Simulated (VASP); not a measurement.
# ZrC: structure and properties in VASP

Wanted: the relaxed cell of ZrC and its properties. The steps: full relaxation (AM05), second relaxation, single point with fields (AM05), bands along the symmetry lines (AM05), density of states (AM05), volume scan with AM05, fit for AM05 and field gradients at the nuclei (AM05). The start is a cell from a database of measured crystal structures.

Main program and level: VASP 6.6.1; AM05; plane waves and PAW (Zr_sv, C).

### Step 1. Starting point

Before any relaxation, the start is as follows. It takes space group Fm-3m (No. 225, cubic). The conventional cell has a = 4.700 Å, b = 4.700 Å, c = 4.700 Å, α = 90.00°, β = 90.00°, γ = 90.00°. Nearest to Zr lie 6 C at 2.35 Å. Nearest to C lie 6 Zr at 2.35 Å. Farther neighbours are not listed.

### Step 2. Full relaxation (AM05)

Properties are meant for the cell that this level of theory prefers, so cell and atoms are relaxed first (ISIF = 3) until forces and stress are small; EDIFFG sets the threshold. AM05 is built from the electron gas and the surface model, and does well on lattice constants.

INCAR

```
SYSTEM = ZrC
PREC = Accurate
ENCUT = 520
EDIFF = 1E-06
NELM = 100
ISMEAR = 0
SIGMA = 0.05
LREAL = .FALSE.
ALGO = Normal
GGA = AM
NBANDS = 14
LASPH = .TRUE.
LORBIT = 11
LWAVE = .FALSE.
LCHARG = .FALSE.
KPAR = 2
IBRION = 2
NSW = 60
ISIF = 3
EDIFFG = -0.01
```

POSCAR

```
ZrC
1.0
    0.0000000000      2.3502110000      2.3502110000
    2.3502110000      0.0000000000      2.3502110000
    2.3502110000      2.3502110000      0.0000000000
Zr C
1 1
Direct
    0.5000000000      0.5000000000      0.5000000000
    0.0000000000      0.0000000000      0.0000000000
```

KPOINTS

```
Automatic mesh
0
Gamma
8 8 8
0 0 0
```

PAW data sets: Zr_sv and C (PBE family, release 64).

Run with:

```bash
$ mpirun -np 2 vasp_std
```

The log of the run:

```text
[banner, memory and clock lines left out]
running    2 mpi-ranks, on    1 nodes
 distrk:  each k-point on    1 cores,    2 groups
 distr:  one band on    1 cores,    1 groups

 POSCAR found type information on POSCAR ZrC
 POSCAR found :  2 types and       2 ions
|                                                                             |
|               ----> ADVICE to this user running VASP <----                  |
|                                                                             |
|     You enforced a specific xc type in the INCAR file but a different       |
|     [... a line on the potential file left out ...]
|     I HOPE YOU KNOW WHAT YOU ARE DOING!                                     |
|                                                                             |

 LDA part: xc-table for (Slater+PW92), standard interpolation
 POSCAR, INCAR and KPOINTS ok, starting setup
 FFT: planning ... GRIDC
 FFT: planning ... GRID_SOFT
 FFT: planning ... GRID
 WAVECAR not read
 entering main loop
       N       E                     dE             d eps       ncg     rms          rms(c)
DAV:   1     0.999394997191E+02    0.99939E+02   -0.87532E+03   812   0.116E+03
DAV:   2    -0.168572809540E+02   -0.11680E+03   -0.10990E+03  1028   0.303E+02
DAV:   3    -0.231419343581E+02   -0.62847E+01   -0.62290E+01  1362   0.588E+01
DAV:   4    -0.232143040899E+02   -0.72370E-01   -0.72362E-01   960   0.573E+00
DAV:   5    -0.232161191112E+02   -0.18150E-02   -0.18150E-02  1150   0.568E-01    0.207E+01
DAV:   6    -0.202197919349E+02    0.29963E+01   -0.67965E+00   958   0.228E+01    0.763E+00
DAV:   7    -0.201089172010E+02    0.11087E+00   -0.43667E-01   948   0.560E+00    0.627E+00
DAV:   8    -0.201047351682E+02    0.41820E-02   -0.25745E-01   956   0.407E+00    0.370E+00
DAV:   9    -0.200840306499E+02    0.20705E-01   -0.58588E-02   920   0.174E+00    0.354E-01
DAV:  10    -0.200845086779E+02   -0.47803E-03   -0.21559E-03  1126   0.473E-01    0.433E-01
DAV:  11    -0.200842355333E+02    0.27314E-03   -0.90283E-04   908   0.240E-01    0.530E-02
DAV:  12    -0.200842328272E+02    0.27061E-05   -0.18862E-05  1024   0.314E-02    0.858E-03
DAV:  13    -0.200842328042E+02    0.22953E-07   -0.69824E-07   634   0.680E-03
   1 F= -.20084233E+02 E0= -.20083886E+02  d E =-.200842E+02
 curvature:   0.00 expect dE= 0.000E+00 dE for cont linesearch  0.000E+00
 trial: gam= 0.00000 g(F)=  0.164E-58 g(S)=  0.464E-01 ort = 0.000E+00 (trialstep = 0.100E+01)
 search vector abs. value=  0.464E-01
 bond charge predicted
       N       E                     dE             d eps       ncg     rms          rms(c)
DAV:   1    -0.204035258948E+02   -0.31929E+00   -0.11020E+01   902   0.340E+01    0.798E+00
DAV:   2    -0.201061559686E+02    0.29737E+00   -0.60344E-01   914   0.888E+00    0.225E+00
DAV:   3    -0.200533540423E+02    0.52802E-01   -0.32534E-01  1188   0.420E+00    0.830E-01
DAV:   4    -0.200606878667E+02   -0.73338E-02   -0.74513E-03  1200   0.637E-01    0.593E-01
DAV:   5    -0.200674464094E+02   -0.67585E-02   -0.12463E-02  1284   0.576E-01    0.930E-02
DAV:   6    -0.200675092431E+02   -0.62834E-04   -0.16341E-04   984   0.127E-01    0.348E-02
DAV:   7    -0.200675259713E+02   -0.16728E-04   -0.28979E-05  1094   0.617E-02    0.561E-03
DAV:   8    -0.200675251784E+02    0.79293E-06   -0.10615E-06   656   0.981E-03
   2 F= -.20067525E+02 E0= -.20067023E+02  d E =0.167076E-01
 trial-energy change:    0.016708  1 .order    0.017690   -0.046434    0.081814
 step:   0.3728(harm=  0.3621)  dis= 0.00000  next Energy=   -20.092939 (dE=-0.871E-02)
 bond charge predicted
       N       E                     dE             d eps       ncg     rms          rms(c)
DAV:   1    -0.202192518164E+02   -0.15173E+00   -0.42580E+00   884   0.216E+01    0.488E+00
DAV:   2    -0.201106688833E+02    0.10858E+00   -0.28978E-01   956   0.609E+00    0.141E+00
DAV:   3    -0.200878494730E+02    0.22819E-01   -0.10538E-01  1184   0.240E+00    0.365E-01
DAV:   4    -0.200904217221E+02   -0.25722E-02   -0.47878E-03  1326   0.500E-01    0.377E-01
DAV:   5    -0.200926952881E+02   -0.22736E-02   -0.14341E-03  1340   0.239E-01    0.733E-02
DAV:   6    -0.200930824637E+02   -0.38718E-03   -0.85876E-04  1324   0.185E-01    0.334E-02
DAV:   7    -0.200930909932E+02   -0.85295E-05   -0.16870E-05   878   0.444E-02    0.425E-03
DAV:   8    -0.200930906775E+02    0.31574E-06   -0.15234E-06  1078   0.899E-03
   3 F= -.20093091E+02 E0= -.20092705E+02  d E =-.885787E-02
 curvature:  -0.18 expect dE=-0.917E-06 dE for cont linesearch -0.917E-06
 trial: gam=-0.01034 g(F)=  0.118E-60 g(S)=  0.507E-05 ort = 0.485E-03 (trialstep = 0.875E+00)
 search vector abs. value=  0.653E-09
 reached required accuracy - stopping structural energy minimisation
```

Wall time 13 s (2 MPI ranks of Intel Xeon 6975P-C (Granite Rapids), shared host); peak memory 0.31 GiB.

The logs omit lines about the potential files and the build; timing stands in the text.

Parts of OUTCAR (step 2):

```text
ion  position               nearest neighbor table
   1  0.500  0.500  0.500-   2 2.35   2 2.35   2 2.35   2 2.35   2 2.35   2 2.35
   2  0.000  0.000  0.000-   1 2.35   1 2.35   1 2.35   1 2.35   1 2.35   1 2.35

  LATTYP: Found a face centered cubic cell.
 ALAT       =     4.7004220000

 Subroutine GETGRP returns: Found 48 space group operations
 (whereof 48 operations were pure point group operations)

The static configuration has the point symmetry O_h .

 Found     29 irreducible k-points:

   k-points           NKPTS =     29   k-points in BZ     NKDIM =     29   number of bands    NBANDS=     14

   dimension x,y,z NGX =    28 NGY =   28 NGZ =   28
   dimension x,y,z NGXF=    56 NGYF=   56 NGZF=   56

   ENCUT  =  520.0 eV  38.22 Ry    6.18 a.u.   6.18  6.18  6.18*2*pi/ulx,y,z

   NELECT =      16.0000    total number of electrons

 k-points in reciprocal lattice and weights: Automatic mesh
   0.00000000  0.00000000  0.00000000       0.002
   0.12500000  0.00000000  0.00000000       0.016
   0.25000000  0.00000000  0.00000000       0.016
   0.37500000  0.00000000  0.00000000       0.016
   0.50000000  0.00000000  0.00000000       0.008
   0.12500000  0.12500000  0.00000000       0.012
   0.25000000  0.12500000  0.00000000       0.047
   0.37500000  0.12500000  0.00000000       0.047
   0.50000000  0.12500000  0.00000000       0.047
[...]
-0.37500000  0.50000000  0.12500000       0.023
  -0.25000000  0.50000000  0.25000000       0.012

 average (electrostatic) potential at core
       1 -72.5620       2 -44.0034

 E-fermi :   9.6887

 k-point     1 :       0.0000    0.0000    0.0000
  band No.  band energies     occupation
      1     -38.1118      2.00000
      2     -15.8579      2.00000
      3     -15.8579      2.00000
      4     -15.8579      2.00000
      5      -1.5857      2.00000
      6      10.7173      0.00000
      7      10.7173      0.00000
      8      10.7173      0.00000
      9      10.8210      0.00000
     10      10.8210      0.00000
    ...

 k-point     2 :       0.1250    0.0000    0.0000
  band No.  band energies     occupation
    ...
      4     -15.8707      2.00000
      5      -1.2203      2.00000
      6       8.9691      2.00000
      7       9.3503      2.00000
      8       9.3503      2.00000
      9      11.3444      0.00000
     10      11.3444      0.00000
     11      11.8296      0.00000
     12      14.2203      0.00000
     13      14.2203      0.00000
    ...

 k-point     3 :       0.2500    0.0000    0.0000
  band No.  band energies     occupation
    ...
      4     -15.9012      2.00000
      5      -0.2656      2.00000
      6       6.9613      2.00000
      7       7.9434      2.00000
      8       7.9434      2.00000
      9      12.3478      0.00000
     10      12.3478      0.00000
     11      12.5665      0.00000
     12      16.7112      0.00000
     13      16.7112      0.00000
    ...

  Total       -0.0083667     -0.0083667     -0.0083667      0.0000000     -0.0000000      0.0000000
  in kB       -0.5276348     -0.5276348     -0.5276348      0.0000000     -0.0000000      0.0000000
  external PRESSURE =      -0.5276348 kB  Pullay stress =       0.0000000 kB

  energy-cutoff  :      520.00
  volume of cell :       25.41
      direct lattice vectors                 reciprocal lattice vectors
     0.000000000  2.333281102  2.333281102    -0.214290511  0.214290511  0.214290511
     2.333281102  0.000000000  2.333281102     0.214290511 -0.214290511  0.214290511
     2.333281102  2.333281102  0.000000000     0.214290511  0.214290511 -0.214290511

 POSITION                                       TOTAL-FORCE (eV/Angst)
 -----------------------------------------------------------------------------------
      2.33328      2.33328      2.33328        -0.000000     -0.000000     -0.000000
      0.00000      0.00000      0.00000         0.000000      0.000000      0.000000
 -----------------------------------------------------------------------------------
    total drift:                                0.000000      0.000000      0.000000

  FREE ENERGIE OF THE ION-ELECTRON SYSTEM (eV)
  ---------------------------------------------------
  free  energy   TOTEN  =       -20.0930906775 eV

  energy  without entropy=      -20.0923186814  energy(sigma->0) =      -20.09270468

 reached required accuracy - stopping structural energy minimisation

 total charge
# of ion       s       p       d       tot
------------------------------------------
    1        2.180   6.048   1.667   9.895
    2        0.881   1.470   0.000   2.352
--------------------------------------------------
tot          3.062   7.518   1.667  12.247

[... 3 further parts left out ...]
```

The k-mesh is coarse for a metal. The PAW data sets were made with PBE, which is usual practice but a small mismatch for other functionals. The run keeps the 48 symmetry operations of its start, so it cannot find a distortion of lower symmetry.

Step by step:

```csv
step,energy less that of the first step (eV),largest force (eV/Å),pressure (GPa),volume (Å³)
1,0.0000,0.0000,-4.94,25.96
2,0.0167,0.0000,9.23,24.49
3,-0.0089,0.0000,-0.05,25.41
```

```csv
"conventional cell, symmetrised",before,after,change
a (Å),4.700,4.667,-0.7 %
b (Å),4.700,4.667,-0.7 %
c (Å),4.700,4.667,-0.7 %
volume (Å³/atom),12.98,12.70,-2.1 %
```

The relaxed structure:

```xyz
2
Lattice="0.0000 2.3333 2.3333 2.3333 0.0000 2.3333 2.3333 2.3333 0.0000" Properties=species:S:1:pos:R:3 pbc="T T T"
Zr    2.3333    2.3333    2.3333
C     0.0000    0.0000    0.0000
```

Numbers from this step:

* electrons: 16
* bands: 14
* irreducible k-points: 29
* symmetry operations: 48
* free energy (TOTEN): -20.09 eV
* energy at zero smearing: -20.09 eV
* Fermi energy: 9.689 eV
* pressure: -0.05276 GPa
* metallic: yes
* SCF cycles over all ionic steps: 29

It ends with forces that vanish by symmetry and a pressure of -0.05 GPa. The volume lies -2.1 % from that of the database's start, which holds the thermal and zero-point expansion of its experiment.

### Step 3. Second relaxation

A relaxation keeps the plane waves of the cell it began with, so it is repeated from the new cell, on a basis made for it.

INCAR is that of step 2.

POSCAR

```
ZrC
1.0
    0.0000000000      2.3332811017      2.3332811017
    2.3332811017      0.0000000000      2.3332811017
    2.3332811017      2.3332811017      0.0000000000
Zr C
1 1
Direct
    0.5000000000      0.5000000000      0.5000000000
    0.0000000000      0.0000000000      0.0000000000
```

KPOINTS is that of step 2.

Run with:

```bash
$ mpirun -np 2 vasp_std
```

The log of the run:

```text
[banner, memory and clock lines left out]
running    2 mpi-ranks, on    1 nodes
 distrk:  each k-point on    1 cores,    2 groups
 distr:  one band on    1 cores,    1 groups

 POSCAR found type information on POSCAR ZrC
 POSCAR found :  2 types and       2 ions
 [... a notice as in an earlier step ...]

 LDA part: xc-table for (Slater+PW92), standard interpolation
 POSCAR, INCAR and KPOINTS ok, starting setup
 FFT: planning ... GRIDC
 FFT: planning ... GRID_SOFT
 FFT: planning ... GRID
 WAVECAR not read
 entering main loop
       N       E                     dE             d eps       ncg     rms          rms(c)
DAV:   1     0.104080683635E+03    0.10408E+03   -0.89633E+03   812   0.117E+03
DAV:   2    -0.166159308610E+02   -0.12070E+03   -0.11252E+03  1040   0.307E+02
DAV:   3    -0.230831279210E+02   -0.64672E+01   -0.64264E+01  1350   0.606E+01
DAV:   4    -0.231947896740E+02   -0.11166E+00   -0.11164E+00   978   0.585E+00
DAV:   5    -0.231959050909E+02   -0.11154E-02   -0.11154E-02  1142   0.522E-01    0.217E+01
DAV:   6    -0.202139174358E+02    0.29820E+01   -0.66398E+00   946   0.229E+01    0.808E+00
DAV:   7    -0.201147067113E+02    0.99211E-01   -0.41109E-01   924   0.551E+00    0.657E+00
DAV:   8    -0.201106603248E+02    0.40464E-02   -0.23321E-01   968   0.390E+00    0.369E+00
DAV:   9    -0.200924092087E+02    0.18251E-01   -0.51367E-02   908   0.164E+00    0.362E-01
DAV:  10    -0.200928986697E+02   -0.48946E-03   -0.20781E-03  1142   0.475E-01    0.466E-01
DAV:  11    -0.200926123042E+02    0.28637E-03   -0.91447E-04   920   0.243E-01    0.512E-02
DAV:  12    -0.200926099186E+02    0.23857E-05   -0.19433E-05  1006   0.320E-02    0.748E-03
DAV:  13    -0.200926099310E+02   -0.12379E-07   -0.56596E-07   682   0.653E-03
   1 F= -.20092610E+02 E0= -.20092224E+02  d E =-.200926E+02
 curvature:   0.00 expect dE= 0.000E+00 dE for cont linesearch  0.000E+00
 trial: gam= 0.00000 g(F)=  0.297E-58 g(S)=  0.381E-05 ort = 0.000E+00 (trialstep = 0.100E+01)
 search vector abs. value=  0.381E-05
 reached required accuracy - stopping structural energy minimisation
```

It took 5.4 s on 2 MPI ranks; peak memory 0.29 GiB.

Parts of OUTCAR (step 3):

```text
  LATTYP: Found a face centered cubic cell.
 ALAT       =     4.6665622034

The static configuration has the point symmetry O_h .

 Found     29 irreducible k-points:

   ENCUT  =  520.0 eV  38.22 Ry    6.18 a.u.   6.14  6.14  6.14*2*pi/ulx,y,z

   NELECT =      16.0000    total number of electrons

 E-fermi :   9.6888

 k-point     1 :       0.0000    0.0000    0.0000
  band No.  band energies     occupation
      1     -38.1117      2.00000
      2     -15.8577      2.00000
      3     -15.8577      2.00000
      4     -15.8577      2.00000
      5      -1.5857      2.00000
      6      10.7175      0.00000
      7      10.7175      0.00000
      8      10.7175      0.00000
      9      10.8210      0.00000
     10      10.8210      0.00000
    ...

 k-point     2 :       0.1250    0.0000    0.0000
  band No.  band energies     occupation
    ...
      4     -15.8705      2.00000
      5      -1.2202      2.00000
      6       8.9691      2.00000
      7       9.3504      2.00000
      8       9.3504      2.00000
      9      11.3445      0.00000
     10      11.3445      0.00000
     11      11.8296      0.00000
     12      14.2204      0.00000
     13      14.2204      0.00000
    ...

  Total       -0.0072607     -0.0072607     -0.0072607      0.0000000      0.0000000     -0.0000000
  in kB       -0.4578877     -0.4578877     -0.4578877      0.0000000      0.0000000     -0.0000000
  external PRESSURE =      -0.4578877 kB  Pullay stress =       0.0000000 kB

 POSITION                                       TOTAL-FORCE (eV/Angst)
 -----------------------------------------------------------------------------------
      2.33328      2.33328      2.33328         0.000000      0.000000      0.000000
      0.00000      0.00000      0.00000        -0.000000     -0.000000     -0.000000
 -----------------------------------------------------------------------------------
    total drift:                                0.000000      0.000000      0.000000

  FREE ENERGIE OF THE ION-ELECTRON SYSTEM (eV)
  ---------------------------------------------------
  free  energy   TOTEN  =       -20.0926099310 eV

  energy  without entropy=      -20.0918377610  energy(sigma->0) =      -20.09222385

 total charge
# of ion       s       p       d       tot
------------------------------------------
    1        2.180   6.047   1.667   9.895
    2        0.882   1.470   0.000   2.352
--------------------------------------------------
tot          3.062   7.518   1.667  12.247

[... 6 parts as in an earlier step ...]

[... 6 further parts left out ...]
```

CONTCAR:

```
ZrC
   1.00000000000000
     0.0000000000000000    2.3332811016999999    2.3332811016999999
     2.3332811016999999    0.0000000000000000    2.3332811016999999
     2.3332811016999999    2.3332811016999999    0.0000000000000000
  Zr              C
     1     1
Direct
     0.5000000000000000    0.5000000000000000    0.5000000000000000
     0.0000000000000000    0.0000000000000000    0.0000000000000000
```

Little changed from the start: no atom moved by 0.005 Å and no cell edge by 0.1 %.

Numbers from this step:

| Item | Value |
| --- | --- |
| pressure | -0.04579 GPa |
| SCF cycles over all ionic steps | 13 |

It ends with forces that vanish by symmetry and a pressure of -0.05 GPa. The volume moved by under 0.01 %: the run met its threshold at the first step.

[end of part 1 of 4]

[Lines on the potential files, build, host, timing and source positions are cut from VASP's logs without a mark.]

[Logs are printed without paths, hosts, clocks, repeated set-up lines and the standing remarks that a program may print on its own settings, such as how far it seeks lower states.]

[Hosts, paths, dates, database ids (printed as entryN), source tags and the programs' standing remarks are cut or masked in the printed files.]

[A measured line is paired with the nearest computed mode of its activity, which favours agreement.]
